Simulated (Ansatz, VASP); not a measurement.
Two plane-wave programs on CuSn2

```
CELL_PARAMETERS angstrom
3.25937 0.00000 0.00000
-1.62968 2.82269 0.00000
0.00000 0.00000 14.78706
ATOMIC_POSITIONS crystal
Cu 0.33333 0.66667 0.44519
Cu 0.66667 0.33333 0.55481
Sn 0.33333 0.66667 0.69161
Sn 0.33333 0.66667 0.09856
Sn 0.66667 0.33333 0.90144
Sn 0.66667 0.33333 0.30839
```

Alike in both runs: functional PBE; k mesh 6 × 6 × 1; occupations gaussian, width 0.1 eV; no spin polarisation.

Ansatz relaxed the structure, and its values are those at the end. VASP's run is a single point on that final structure, the one shown.

```csv
,VASP,Ansatz
version,VASP 6.6.1,Ansatz 0.2.0
potentials or method,"VASP PAW PBE potentials, release 64 (Cu, Sn_d)","scalar-relativistic, plane waves, PAW"
plane-wave cutoff (eV),520,420
valence electrons in the cell,78,94
```

Ansatz gave:

- gap on the k mesh at the Fermi level (eV): none
- pressure (GPa): 0.1
- rms of the force components (eV/Å): 0.007

**Question.** Estimate VASP's values.

**Answer.** gap on the k mesh at the Fermi level (eV): none; pressure (GPa): 0.1; rms of the force components (eV/Å): 0.012.

A gap of «none» marks a metal or a gap that the smearing closes. The two sets of potentials don't hold the same shells in valence.

Caveats: the k mesh is coarse (spacing up to 0.42 Å⁻¹), so the values aren't converged.
